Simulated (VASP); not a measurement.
Consider the following.

```xyz
2
Lattice="2.8900 0.0000 0.0000 0.0000 2.8900 0.0000 0.0000 0.0000 2.8900" Properties=species:S:1:pos:R:3 pbc="T T T"
Al     1.4450     1.4450     1.4450
Ni     0.0000     0.0000     0.0000
```

Computed with LDA (Ceperley-Alder, Perdew-Zunger), VASP's LDA PAW potentials (set 64) (plane waves; VASP). Settings: 520 eV cut-off, 11×11×11 Γ-centred mesh, first-order Methfessel-Paxton smearing of 0.10 eV, potentials Al Ni.

Energy and stress use the plane-wave basis of the starting cell.

The ions, cell shape and volume are relaxed. Predict the relaxed structure.

```xyz
2
Lattice="2.8357 0.0000 0.0000 0.0000 2.8357 0.0000 0.0000 0.0000 2.8357" Properties=species:S:1:pos:R:3 pbc="T T T"
Al     1.4178     1.4178     1.4178
Ni     0.0000     0.0000     0.0000
```
Space group Pm-3m (221), at a tolerance of 0.03 Å.

How do energy and volume change from the first to the last step?

The energy (σ→0) changes by -20.5 meV/atom and the volume by -5.5 %, in 3 ionic steps.

The compound is NiAl in the CsCl type structure. This run relaxes it. Symmetry was kept, so distortions that lower it aren't found. The run is not spin-polarised, so no magnetic state was tried. The electron count is odd and the run is not spin-polarised, which forces a metal.
